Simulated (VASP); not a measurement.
Data:

```xyz
2
Lattice="0.0000 3.0802 3.0802 3.0802 0.0000 3.0802 3.0802 3.0802 0.0000" Properties=species:S:1:pos:R:3 pbc="T T T"
Pb     0.0000     0.0000     0.0000
Se     3.0802     3.0802     3.0802
```

The numbers are results of PBEsol GGA, VASP's PBE PAW potentials (set 64) (plane waves; VASP), not measurements. Settings: 520 eV cut-off, 8×8×8 Γ-centred mesh, Gaussian smearing of 0.050 eV, potentials Pb_d Se.

Unless said otherwise, spin-orbit coupling is left out, though it shifts the bands of the heavy elements here.

### Question
Estimate the energy per atom (σ→0), pressure, band gap (on the k-mesh) with the smallest direct gap where there is one.

### Answer

```yaml
band gap (on the k-mesh): 0.27 eV
smallest direct gap (on the k-mesh): 0.27 eV
energy per atom (σ→0): -4.455 eV/atom
pressure: -1.44 GPa
```

Only differences to runs with the same potentials and settings are physical.

The compound is PbSe in the rock salt structure. This cell is one point of a volume scan, at 1.03 of the reference volume.
